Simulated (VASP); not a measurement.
# ZnCr (F-43m) in VASP: single point with r2SCANh

Aim: the single point of ZnCr with r2SCANh.

All numbers are computed with VASP 6.6.1; they aren't measurements. Logs are shortened: lines on timing, memory, paths and dates and some standing lists are left out, and cuts for length are marked.

## Step 1: The crystal as given

It takes space group F-43m (No. 216, cubic). Conventional cell: a = 5.549 Å, b = 5.549 Å, c = 5.549 Å, α = 90.00°, β = 90.00°, γ = 90.00°. Zn (site symmetry -43m) has 4 Cr at 2.40 Å as nearest neighbours. Around Cr (site symmetry -43m) lie 4 Zn at 2.40 Å.

The cell was built by a generator and needn't be a form met in nature.

## Step 2: Single point, r2SCANh, collinear spin, typed start

POSCAR reads:

```
ZnCr
1.0
    0.0000000000      2.7745677300      2.7745677300
    2.7745677300      0.0000000000      2.7745677300
    2.7745677300      2.7745677300      0.0000000000
Zn Cr
1 1
Direct
    0.2500000000      0.2500000000      0.2500000000
    0.0000000000      0.0000000000      0.0000000000
```

INCAR.step1 reads:

```
  PREC = Accurate
  ENCUT = 520
  EDIFF = 1E-5
  ISMEAR = -1
  SIGMA = 0.1
  LREAL = F
  LASPH = T
  NELM = 150
  ALGO = Normal
  ISIF = 2
  LWAVE = T
  LCHARG = F
  ISPIN = 2
  MAGMOM = 0 3.57
  LORBIT = 11
  LMAXMIX = 4
  NBANDS = 23
  GGA = PE
```

INCAR.step2 reads:

```
  PREC = Accurate
  ENCUT = 520
  EDIFF = 1E-7
  ISMEAR = -1
  SIGMA = 0.1
  LREAL = F
  LASPH = T
  NELM = 150
  ALGO = Normal
  ISIF = 2
  LWAVE = F
  LCHARG = F
  ISPIN = 2
  MAGMOM = 0 3.57
  LORBIT = 11
  LMAXMIX = 4
  METAGGA = R2SCAN
  LHFCALC = T
  AEXX = 0.1
  LMIXTAU = T
  PRECFOCK = Normal
  HFRCUT = -1
  NBANDS = 23
  ISTART = 1
```

KPOINTS reads:

```
Automatic mesh
0
Gamma
  3 3 3
```

Potentials or basis: VASP PAW PBE potentials, release 64 (Zn, Cr_pv).

Run with:

```sh
cat potpaw_PBE.64/Zn/POTCAR potpaw_PBE.64/Cr_pv/POTCAR > POTCAR
cp INCAR.step1 INCAR
mpirun -np 1 vasp_std > vasp.out
cp INCAR.step2 INCAR
mpirun -np 1 vasp_std > vasp.out
```

OUTCAR:

```text
PREC = Accurate
   ENCUT = 520
   EDIFF = 1E-7
   ISMEAR = -1
   LREAL = F
   LASPH = T
   NELM = 150
   ISIF = 2
   ISPIN = 2
   LORBIT = 11
   METAGGA = R2SCAN
   LHFCALC = T
   AEXX = 0.1
   PRECFOCK = Normal
   ISTART = 1

 ion  position               nearest neighbor table
   1  0.250  0.250  0.250-   2 2.40   2 2.40   2 2.40   2 2.40
   2  0.000  0.000  0.000-   1 2.40   1 2.40   1 2.40   1 2.40

  LATTYP: Found a face centered cubic cell.
 ALAT       =     5.5491354600

  Lattice vectors:

 A1 = (   0.0000000000,   2.7745677300,   2.7745677300)
 A2 = (   2.7745677300,   0.0000000000,   2.7745677300)
 A3 = (   2.7745677300,   2.7745677300,   0.0000000000)

Analysis of symmetry for initial positions (statically):
=====================================================================
 Subroutine PRICEL returns:
 Original cell was already a primitive cell.

 Routine SETGRP: Setting up the symmetry group for a
 face centered cubic supercell.

 Subroutine GETGRP returns: Found 24 space group operations
 (whereof 24 operations were pure point group operations)
 out of a pool of 48 trial point group operations.

The static configuration has the point symmetry T_d .

Analysis of symmetry for dynamics (positions and initial velocities):
=====================================================================
 Subroutine PRICEL returns:
 Original cell was already a primitive cell.

 Routine SETGRP: Setting up the symmetry group for a
 face centered cubic supercell.

 Subroutine GETGRP returns: Found 24 space group operations
 (whereof 24 operations were pure point group operations)
 out of a pool of 48 trial point group operations.

The dynamic configuration has the point symmetry T_d .

Analysis of structural, dynamic, and magnetic symmetry:
=====================================================================
 Subroutine PRICEL returns:
 Original cell was already a primitive cell.

 Routine SETGRP: Setting up the symmetry group for a
 face centered cubic supercell.

 Subroutine GETGRP returns: Found 24 space group operations
 (whereof 24 operations were pure point group operations)
 out of a pool of 48 trial point group operations.

The overall configuration has the point symmetry T_d .

 Subroutine INISYM returns: Found 24 space group operations
 (whereof 24 operations are pure point group operations),
 and found     1 'primitive' translations

----------------------------------------------------------------------------------------

[... 100 lines left out ...]
   NKREDX  =     1    reduce k-point grid by
   NKREDY  =     1    reduce k-point grid by
   NKREDZ  =     1    reduce k-point grid by
   AEXX    =    0.1000 exact exchange contribution
   HFSCREEN=    0.0000 screening length (either q_TF or 0.3 A-1)
   HFSCREENC=   0.0000 screening length for correlation (either q_TF or 0.3 A-1)
   ENCUTFOCK=  -1.0 apply spherical cutoff to Coloumb kernel
   IVDW    =     0    specifies the selected vdW correction
   LEPSILON=     F    determine dielectric tensor
   LRPA    =     F    only Hartree local field effects (RPA)
 spin polarized calculation
  energy-cutoff  :      520.00
  volume of cell :       42.72
 maximum number of plane-waves:      1150
 NGX is ok and might be reduce to    30
  NGX = 24; NGY = 24; NGZ = 24

 number of electron      23.9999976 magnetization       4.0001528

 Free energy of the ion-electron system (eV)
  ---------------------------------------------------
  ext. energy  EPLUGINS =         0.00000000
  ---------------------------------------------------
  free energy    TOTEN  =       -21.97365174 eV

  energy without entropy =      -21.93036255  energy(sigma->0) =      -21.95200715

 E-fermi :   2.3541     XC(G=0):  -9.6441

 val. band max:        1.7645429105   @ k =   0.3333   0.0000   0.0000
 cond. band min:       2.3606271292   @ k =  -0.3333   0.3333   0.0000
 fundamental gap:      0.5960842187
 Fermi energy:         2.3541352548

 spin component 1

 k-point     1 :       0.0000    0.0000    0.0000
  band No.  band energies     occupation
      1     -44.8003      1.00000
      2     -44.8003      1.00000
      3     -44.8003      1.00000
      4      -6.1488      1.00000
      5      -6.1488      1.00000
      6      -6.1488      1.00000
[... 93 lines left out ...]
     22      17.5059      0.00000
     23      18.0091      0.00000
 Fermi energy:         2.3541352548

 spin component 2

 k-point     1 :       0.0000    0.0000    0.0000
  band No.  band energies     occupation
      1     -39.4553      1.00000
      2     -39.4553      1.00000
      3     -39.4551      1.00000
      4      -6.0433      1.00000
      5      -6.0433      1.00000
      6      -6.0433      1.00000
[... 93 lines left out ...]
     22      18.4251      0.00000
     23      19.1685      0.00000

------------------------ aborting loop because EDIFF is reached ----------------------------------------

  FORCE on cell =-STRESS in cart. coord.  units (eV):
  Direction    XX          YY          ZZ          XY          YZ          ZX
  --------------------------------------------------------------------------------------
  -------------------------------------------------------------------------------------
  Total        1.7447139      1.7447139      1.7447139      0.0000000     -0.0000000      0.0000000
  in kB       65.4363112     65.4363112     65.4363112      0.0000000     -0.0000000      0.0000000
  external PRESSURE =      65.4363112 kB  Pullay stress =       0.0000000 kB

 VOLUME and BASIS-vectors are now :
 -----------------------------------------------------------------------------
  energy-cutoff  :      520.00
  volume of cell :       42.72
      direct lattice vectors                 reciprocal lattice vectors
     0.000000000  2.774567730  2.774567730    -0.180208252  0.180208252  0.180208252
     2.774567730  0.000000000  2.774567730     0.180208252 -0.180208252  0.180208252
     2.774567730  2.774567730  0.000000000     0.180208252  0.180208252 -0.180208252

 POSITION                                       TOTAL-FORCE (eV/Angst)
 -----------------------------------------------------------------------------------
      1.38728      1.38728      1.38728         0.000000      0.000000      0.000000
      0.00000      0.00000      0.00000        -0.000000     -0.000000     -0.000000
 -----------------------------------------------------------------------------------
    total drift:                               -0.000102     -0.000022     -0.000045

  FREE ENERGIE OF THE ION-ELECTRON SYSTEM (eV)
  ---------------------------------------------------
  free  energy   TOTEN  =       -21.9736517381 eV

  energy  without entropy=      -21.9303625527  energy(sigma->0) =      -21.95200715

 total charge

# of ion       s       p       d       tot
------------------------------------------
    1        0.783   0.414   9.733  10.930
    2        0.403   6.142   4.188  10.733
--------------------------------------------------
tot          1.187   6.556  13.921  21.664

 magnetization (x)

# of ion       s       p       d       tot
------------------------------------------
    1       -0.079   0.054   0.047   0.023
    2        0.072  -0.007   3.796   3.860
--------------------------------------------------
tot         -0.007   0.047   3.843   3.883
```

OUTCAR.step1:

```text
PREC = Accurate
   ENCUT = 520
   EDIFF = 1E-5
   ISMEAR = -1
   LREAL = F
   LASPH = T
   NELM = 150
   ISIF = 2
   ISPIN = 2
[... 433 lines left out ...]

  energy  without entropy=       -7.5812302264  energy(sigma->0) =       -7.61294341

 total charge

# of ion       s       p       d       tot
------------------------------------------
    1        0.797   0.413   9.704  10.913
    2        0.305   6.139   4.186  10.631
--------------------------------------------------
tot          1.102   6.552  13.890  21.544

 magnetization (x)

# of ion       s       p       d       tot
------------------------------------------
    1       -0.062   0.086   0.055   0.080
    2        0.072   0.010   3.472   3.554
--------------------------------------------------
tot          0.011   0.097   3.527   3.634
```

Wall time 29 min (1 thread of Intel Xeon Platinum 8488C (Sapphire Rapids), shared host); peak memory 0.2 GiB.

What came out:

| Property | Result |
| --- | --- |
| Free energy | -21.9737 eV |
| Pressure | 6.5 GPa |
| Band gap on the k mesh | none (metal or under the smearing width) |
| Net moment | 4.00 μB per cell |
| Site moments | Zn +0.02; Cr +3.86 μB |
| Valence electrons inside the program's atomic spheres | Zn 10.93; Cr 10.73 |

Caveat: the k mesh is coarse (spacing up to 0.65 Å⁻¹), so the values aren't converged, least of all with exact exchange; the PAW data sets were made with another functional, which shifts forces and pressure a little.
